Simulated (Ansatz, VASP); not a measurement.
**Ti (Titanium) in two plane-wave programs**

Aim: how closely do two programs agree when they are given the same cell, functional and k mesh? The cell is taken from a series of runs on this material, whose earlier steps may have relaxed, scaled, displaced or heated it; both programs get it as it stands.

Calculated with Ansatz 0.2.0; plane waves, with VASP 6.6.1 beside it; zone-centre phonons at PBEsol.

## (1) The structure

Symmetry: P6_3/mmc, No. 194, hexagonal system. Conventional cell: a = 2.880 Å, b = 2.880 Å, c = 4.560 Å, α = 90.00°, β = 90.00°, γ = 120.00°. Nearest to Ti lie 12 Ti at 2.82 to 2.88 Å.

## (2) Ansatz: zone-centre phonons, PBEsol

Ansatz runs on its PAW soft_1 files.

Second derivatives magnify differences that forces hide, and they need a tight electronic threshold.

input.yaml reads:

```yaml
crystal:
  lattice:
    - [2.8803947064, 0.0, 0.0]
    - [-1.4401973532, 2.4944949886, 0.0]
    - [0.0, 0.0, 4.5597803151]
  atoms:
    - { symbol: Ti, position: [0.3333333333, 0.6666666667, 0.25] }
    - { symbol: Ti, position: [0.6666666667, 0.3333333333, 0.75] }
kpoints:
  mp_grid: { grid: [18, 18, 12] }
hamiltonian:
  xc: pbesol
  pseudopotentials: { kind: paw, azcp: { folder: soft_1 }, xc_functional: pbe }
scf:
  occupations: { method: methfessel_paxton, width: 0.2 }
output:
  eigenvalues: true
phonons:
  method: dfpt
```

The run is started by

```sh
$ ansatz run input.yaml --threads 4 --pin off --max-ram 10240MiB --backend cpu --events-out ev --progress --plain --runs-dir out
```

Numbers of over 12 decimals in the logs are rounded to 6 here.

What it wrote:

```text
zone centre: on kpoints.mp_grid the ground state, and the responses unless they are solved on pairs of k-points, stand on 637 of the mesh's 3888 k-points, reduced under 4 symmetry operations, with k and −k counted as one. Each operation leaves every solved displacement unchanged or reverses it
Engine: ansatz 0.2.0, x86_64-unknown-linux-gnu
Pseudopotentials: kind: paw
Pseudopotential: Ti, paw, valence charge 12, recommended cutoff 420 eV (normal), soft_1/Ti.paw.azcp
Functional definition: PBEsol
  exchange = pbesol_x
  correlation = pbesol_c
Crystal: 2 atoms, lattice volume = 32.763 Å³
Basis set: ecut = 420 eV, 627 PW (Γ), exchange–correlation on 40×40×64 points (8 copies of the dense FFT grid, shifted against one another)
Bands: 16, of which v1, the nominal top of the filled ones, is band 12 counted from 1 (11 counted from 0)
Symmetry: 24 space group operations
k-points: 637 of 3888 (irreducible under 4 space group operations, time reversal used)
Non-local potential: Ti, projectors of the file, l = 0: 3, l = 1: 2, l = 2: 3, l = 3: 1
PAW form: soft (Blöchl's): semilocal exchange-correlation on the pseudo side does not see the compensation charge
PAW frozen core: Ti, regenerated for the run's functional, and the local potential with it (the file was generated under x = pbe(κ = 0.804, μ = 0.219515), c = pbe(β = 0.066725))
PAW one-centre angular grid: Ti, 590 points (default); XC on 64 Gauss nodes
Initial density: superposition of atomic densities (chi_scale 0.1, normalization cell)
Initial wavefunctions: pseudopotential atomic-orbital guess
Functional: x = pbesol(κ = 0.804, μ = 0.123457), c = pbesol(β = 0.046)
SCF iter   1: F=—  HF=-4948.256334 eV  |F-HF|=—  |Δ(HF+E_count)|=         —  Δρ=6.44e-2  dr2=1.37e0  ethr=3.10e-3  ⟨swp⟩=4.3  Hψ=89547  notcnv=0
automatic band count: the SCF goes on with 20 bands, as 16 were too few: they end inside the smearing window of the response
preconditioner: auto → none  [metal: Δε(μ)=0.015 eV  Ē_g=4.809 eV  σ=0.200 eV  W_gap=0.06  n_scr=8 (ndim 8)  ℏωp=18.3 eV  f_vac=0.000  D(μ)=1.53/eV (n_scr^D=22)  sad-step TF]
SCF iter   2: F=—  HF=-4947.947022 eV  |F-HF|=—  |Δ(HF+E_count)|=   3.09e-1  S|Δr|=    0.00e0  Δρ=3.68e-2  dr2=4.71e-1  ethr=3.10e-3  ⟨swp⟩=2.0  Hψ=21447  notcnv=0  defer=888
SCF iter   3: F=—  HF=-4947.793604 eV  |F-HF|=—  |Δ(HF+E_count)|=   1.53e-1  S|Δr|=    0.00e0  Δρ=1.48e-3  dr2=3.57e-4  ethr=1.96e-3  ⟨swp⟩=2.9  Hψ=22527  notcnv=0  defer=888
SCF iter   4: F=—  HF=-4947.793629 eV  |F-HF|=—  |Δ(HF+E_count)|=   2.55e-5  S|Δr|=    0.00e0  Δρ=1.03e-4  dr2=2.23e-6  ethr=1.49e-6  ⟨swp⟩=2.6  Hψ=22846  notcnv=0  defer=846
SCF iter   5: F=—  HF=-4947.793634 eV  |F-HF|=—  |Δ(HF+E_count)|=   4.41e-6  S|Δr|=    0.00e0  Δρ=5.58e-5  dr2=7.64e-7  ethr=9.29e-9  ⟨swp⟩=2.0  Hψ=20398  notcnv=0  defer=846
SCF iter   6: F=—  HF=-4947.793633 eV  |F-HF|=—  |Δ(HF+E_count)|=   2.07e-7  S|Δr|=    0.00e0  Δρ=9.04e-6  dr2=1.44e-8  ethr=3.18e-9  ⟨swp⟩=3.0  Hψ=19861  notcnv=0  defer=846
SCF iter   7: F=—  HF=-4947.793633 eV  |F-HF|=—  |Δ(HF+E_count)|=   6.36e-9  S|Δr|=    0.00e0  Δρ=8.57e-7  dr2=1.54e-10  ethr=5.99e-11  ⟨swp⟩=3.0  Hψ=20130  notcnv=0  defer=846
SCF iter   8: F=-4947.793633 eV  HF=-4947.793633 eV  |F-HF|=1.82e-12  |Δ(HF+E_count)|=  7.37e-11  S|Δr|=    0.00e0  Δρ=4.35e-8  dr2=2.82e-13  ethr=1.00e-12  ⟨swp⟩=8.9  Hψ=50237  notcnv=0
SCF 1 converged in 8 iterations: F = -4947.793633 eV  dr2 = 2.82e-13
  greatest PAW one-centre occupation: 0.999 electrons in one spin orbital (limit 2), on the Ti atom at site 1 (counted from 0), in its partial waves of l = 0
DFPT response loops at Γ: preconditioner auto → Kerker (q_TF=auto, 2.590 Å⁻¹) (partly filled bands, converged f_vac=0.000); β = 1.00, the filter's whole step (`scf.mixing.beta` (0.50) is not read by the response loops under this deck's `scf.mixing.preconditioner`; to damp them name `kerker` or `kerker_dos`, under which they read `scf.mixing.beta`, and type it under 1.00, their step now; both keys bind the ground state too); Broyden in place of MSR1
SCF converged after 8 iterations
Stability not checked: this state was not tested for a lower state beside it, because cold or Methfessel-Paxton smearing, or corrected tetrahedra, fill the levels in a way that the test cannot read (fill_not_monotonic; see scf.lower_state_search)
Free energy (F): -4947.793633 eV
Harris-Foulkes:  -4947.793633 eV  (|F-HF|=1.82e-12)
Internal energy: -4947.798099 eV  (E = F + TS)
E sigma→0 (E₀):  -4947.794750 eV
Entropy (-TS):   0.004466 eV (2.233 meV/atom)
Fermi energy:    14.113629 eV
--- Per-component energies (eV) ---
  E_band       = -293.893498
  E_kinetic    = 564.738615
  E_local      = -1682.172835  (includes V_loc(G=0)·N_el)
  E_nonlocal   = 124.036730
  E_hartree    = 669.282490
  E_xc         = -231.250021
  E_vxc        = -290.971814  (∫ρ·V_xc dr)
  E_paw        = -2034.998090  (= ΣΔE_a)
  E_vpaw       = -348.089040  (= ΣTr[D̂ρ^β])
  E_aug_tail   = -0.000156  (compensation charges beyond the density's cutoff)
  E_ewald      = -2357.713601
  E_core_change = 0.278769  (= ΣΔE_core)
  E_smearing   = 0.004466  (= −TS)
  E_closure    = -0.000000  (closes the sum)
  Σ components = -4947.793633   (vs F -4947.793633, Δ=0.00e0)
--- Band table (eV; the first three rows and the last of 637) ---
  k-point 0: bands = [... 8 lower, 7.7903, 11.2635, 14.9056, 14.9056, 15.0432, 15.0433, 15.4549, 15.4549, ... 4 higher]
  k-point 1: bands = [... 8 lower, 7.8525, 11.2419, 14.8714, 14.8714, 14.9277, 15.0076, 15.4185, 15.4185, ... 4 higher]
  k-point 2: bands = [... 8 lower, 8.0363, 11.1617, 14.6467, 14.8011, 14.8011, 14.9045, 15.3200, 15.3200, ... 4 higher]
  k-point 636: bands = [... 8 lower, 11.9912, 11.9912, 13.5073, 13.5073, 14.0069, 14.0069, 15.7585, 15.7585, ... 4 higher]
--- Phonons (Γ-DFPT): 2 representative perturbations + reference, on 637 of 3888 k-points (Σ response iterations 6) ---
  k mesh reduced under 4 symmetry operations, with k and −k counted as one. Each operation leaves every solved displacement unchanged or reverses it
  ASR residual: 1.432e-5 → 0.000e0 eV/Å²; symmetrization residual: 3.497e-13 eV/Å²
  ASR residual per site (eV/Å²): 1.43e-5 1.43e-5
  Γ frequencies (cm⁻¹): 0.00 0.00 0.00 126.14 126.14 204.78
  non-analytic LO–TO correction: not included (Born effective charges unavailable; polar crystals: no LO–TO splitting at Γ)
```

(Continued in part 2 of 2.)

[Lines on the potential files, build, host, timing and source positions are cut from VASP's logs without a mark.]

[Logs are printed without paths, hosts, clocks, repeated set-up lines and the standing remarks that a program may print on its own settings, such as how far it seeks lower states.]

[Hosts, paths, dates, database ids (printed as entryN), source tags and the programs' standing remarks are cut or masked in the printed files.]
